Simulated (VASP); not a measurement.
VASP ran on this input.

File POSCAR:
```
Be4SSe3
1.0
  0.0015989797   5.0641519216   5.0570357579
  5.0641519216   0.0015989797   5.0570357579
  2.5328754507   2.5328754507   0.0000000000
Be Se S
4 3 1
direct
  0.9996737388   0.9996737388   0.0006525224
  0.9884330115   0.5044912277   0.0070757607
  0.5044912277   0.9884330115   0.0070757607
  0.5074485496   0.5074485496   0.9851029009
  0.1251144411   0.1251144411   0.2497711179
  0.1251086090   0.6246733406   0.2502180504
  0.6246733406   0.1251086090   0.2502180504
  0.6250570818   0.6250570818   0.2498858365
```

KPOINTS:
```
Automatic mesh
0
Gamma
5 5 8
0 0 0
```

**INCAR**
```
SYSTEM = Be4SSe3
PREC = Accurate
ENCUT = 400
EDIFF = 1E-7
NELM = 100
ALGO = Normal
LREAL = .FALSE.
LASPH = .TRUE.
ISMEAR = -5
GGA = PS
LMAXMIX = 4
LWAVE = .FALSE.
LCHARG = .TRUE.
LORBIT = 11
NEDOS = 601
ISIF = 2
LEFG = .TRUE.
```

POTCAR, in this order: Be Se S (PBE.64 set). Program: vasp_std.

### Question
Translate this PBEsol calculation to Quantum ESPRESSO's pw.x.

### Answer
One equivalent input (not run):
```
&CONTROL
  calculation = 'scf'
  pseudo_dir = './pseudo'
  outdir = './out'
  tprnfor = .true.
  tstress = .true.
/
&SYSTEM
  ibrav = 0
  nat = 8
  ntyp = 3
  ecutwfc = 88
  occupations = 'tetrahedra'
  input_dft = 'pbesol'
/
&ELECTRONS
  conv_thr = 7.3e-09
  electron_maxstep = 100
/
ATOMIC_SPECIES
  Be 9.012 Be.upf
  Se 78.971 Se.upf
  S 32.060 S.upf
CELL_PARAMETERS angstrom
     0.0015990    5.0641519    5.0570358
     5.0641519    0.0015990    5.0570358
     2.5328755    2.5328755    0.0000000
ATOMIC_POSITIONS crystal
  Be   0.9996737  0.9996737  0.0006525
  Be   0.9884330  0.5044912  0.0070758
  Be   0.5044912  0.9884330  0.0070758
  Be   0.5074485  0.5074485  0.9851029
  Se   0.1251144  0.1251144  0.2497711
  Se   0.1251086  0.6246733  0.2502181
  Se   0.6246733  0.1251086  0.2502181
  S    0.6250571  0.6250571  0.2498858
K_POINTS automatic
  5 5 8 0 0 0
```
What does not carry over: the potentials are each code's own (VASP's PAW set, PseudoDojo norm-conserving files in pw.x), so ENCUT and ecutwfc are chosen apart and not converted; conv_thr bounds pw.x's estimated SCF error, while EDIFF bounds the energy change between steps; the field gradients of LEFG aren't asked of the other code.

The structure was generated: Be4SSe3 was put into an ordered model structure (Amm2), which need not be its known phase. It was relaxed first.
